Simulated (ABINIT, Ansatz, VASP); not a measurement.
**CuCl (F-43m, 2 atoms in the cell) computed with different codes at matched settings**

Self-consistent single point.

```
CuCl
1.0
    0.00000     2.70500     2.70500
    2.70500     0.00000     2.70500
    2.70500     2.70500     0.00000
Cu Cl
1 1
Direct
  0.00000   0.00000   0.00000
  0.25000   0.25000   0.25000
```

All programs got the same cell, k-point mesh and kind of occupations (in Ansatz's words: kpoints.mp_grid.grid = 9 9 9; scf.occupations.method = fermi_dirac; scf.occupations.width = 0.05 eV); potentials, basis and cutoffs are each program's usual ones.

```csv
code,model,pressure (GPa),gap on the mesh (eV),cutoff
ABINIT,"PBE, PAW (JTH v2.0 PBE PAW)",0.30,0.532,30 Ha
Ansatz,"PBE, default PAW files",0.33,0.541,default
VASP,"PBE, VASP's PBE PAW potentials (set 64)",–,0.538,300 eV
```

A dash marks a value that a program does not give, or that is left out as unsure.

Gaps are read on the mesh.

The spread over the programs that give each value: pressure within 0.03 GPa; gap on the mesh within 0.009 eV.

The starting cell has typed, rounded lattice constants, without a prior relaxation at this level.

### Question
Why do the programs differ, and what cannot be compared?

### Answer
Differences of this kind can come from the potentials, where these differ, and from what each basis and cutoff leave unconverged. The valence holds different numbers of electrons (ABINIT 26, Ansatz (a program for electronic structure) 26, VASP 18). The zero of total energies and Fermi levels follows the potentials and each program's conventions, so they are not compared here. Ansatz's pressure is given at a fixed set of plane waves, as the other plane-wave codes print theirs; with its correction for the finite basis it is 0.39 GPa.

VASP's run is marked for a possible Pulay error in its stress at this cutoff; no cutoff test was made.

Left out of this page: Quantum ESPRESSO, GPAW, CP2K, Elk, FLEUR and SIESTA (not drawn, or without a comparable value).

Keys are those of Ansatz 0.2.
